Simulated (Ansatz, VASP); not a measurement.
## Two plane-wave programs on CaTi6

```
CELL_PARAMETERS angstrom
0.00000 4.17040 4.17040
4.17040 0.00000 4.17040
4.17040 4.17040 0.00000
ATOMIC_POSITIONS crystal
Ca 0.00000 0.00000 0.00000
Ti 0.50000 0.50000 0.00000
Ti 0.50000 0.00000 0.50000
Ti 0.00000 0.00000 0.50000
Ti 0.00000 0.50000 0.00000
Ti 0.00000 0.50000 0.50000
Ti 0.50000 0.00000 0.00000
```

Change from the starting cell: species swapped into the Zn6Mo type (Fm-3m, No. 225).

Alike in both runs: functional PBE; k mesh 4 × 4 × 4; occupations gaussian, width 0.1 eV; no spin polarisation.

Ansatz relaxed the structure, and its values are those at the end. VASP's run is a single point on that final structure, the one shown.

|  | VASP | Ansatz |
| --- | --- | --- |
| version | VASP 6.6.1 | Ansatz 0.2.0 |
| potentials or method | VASP PAW PBE potentials, release 64 (Ca_sv, Ti_sv) | scalar-relativistic, plane waves, PAW |
| plane-wave cutoff (eV) | 520 | 420 |
| valence electrons in the cell | 82 | 82 |

VASP gave:

* gap on the k mesh at the Fermi level (eV): none
* pressure (GPa): -0.1

Problem. What did Ansatz give for the same quantities?

Solution. gap on the k mesh at the Fermi level (eV): none; pressure (GPa): 0.0.

A gap of «none» marks a metal or a gap that the smearing closes.
